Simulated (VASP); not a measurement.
OSZICAR of a VASP run on SnO (litharge):

**OSZICAR**
```
       N       E                     dE             d eps       ncg     rms          rms(c)
DAV:   1     0.402164969787E+03    0.40216E+03   -0.20694E+04  1464   0.250E+03
DAV:   2     0.293226964063E+02   -0.37284E+03   -0.36660E+03  1568   0.575E+02
DAV:   3    -0.243448572533E+02   -0.53668E+02   -0.53308E+02  1728   0.192E+02
DAV:   4    -0.264774515624E+02   -0.21326E+01   -0.21307E+01  1592   0.431E+01
DAV:   5    -0.265422102649E+02   -0.64759E-01   -0.64739E-01  1936   0.738E+00    0.117E+01
DAV:   6    -0.227745330698E+02    0.37677E+01   -0.26975E+01  2432   0.534E+01    0.487E+00
DAV:   7    -0.227440161669E+02    0.30517E-01   -0.24862E+00  1672   0.101E+01    0.259E+00
DAV:   8    -0.227498823368E+02   -0.58662E-02   -0.65486E-01  2080   0.573E+00    0.111E+00
DAV:   9    -0.227242714823E+02    0.25611E-01   -0.19865E-01  2208   0.403E+00    0.278E-01
DAV:  10    -0.227272185937E+02   -0.29471E-02   -0.24006E-02  1992   0.129E+00    0.248E-01
DAV:  11    -0.227258268470E+02    0.13917E-02   -0.92256E-03  2272   0.851E-01    0.317E-02
DAV:  12    -0.227259311976E+02   -0.10435E-03   -0.88937E-04  1544   0.186E-01    0.516E-02
DAV:  13    -0.227259122928E+02    0.18905E-04   -0.15130E-04  2176   0.136E-01    0.705E-03
DAV:  14    -0.227259123129E+02   -0.20065E-07   -0.12148E-05  1648   0.273E-02    0.512E-03
DAV:  15    -0.227259125470E+02   -0.23406E-06   -0.12203E-06  1256   0.148E-02
   1 F= -.22725913E+02 E0= -.22725913E+02  d E =-.227259E+02
```

**Question.** Which electronic solver shows in the log?

**Answer.** It is blocked Davidson (ALGO = Normal, or the opening steps of other solvers). The INCAR had ALGO = Normal.

**Question.** Can the final energy be trusted as converged?

**Answer.** Self-consistency was reached. It stopped with EDIFF = 1E-6, NELM = 100, NSW = 60 and EDIFFG = -0.01 after 1 ionic step (PBE GGA, plane waves, VASP's PBE PAW potentials (set 64)). Without a dispersion term in the relaxation, distances and binding between the weakly bound layers, chains or molecules are unreliable, and so is what depends on them.

The compound is SnO in the litharge structure. It was relaxed first, which changed the volume by +8 %. The start is the result of an earlier pass.
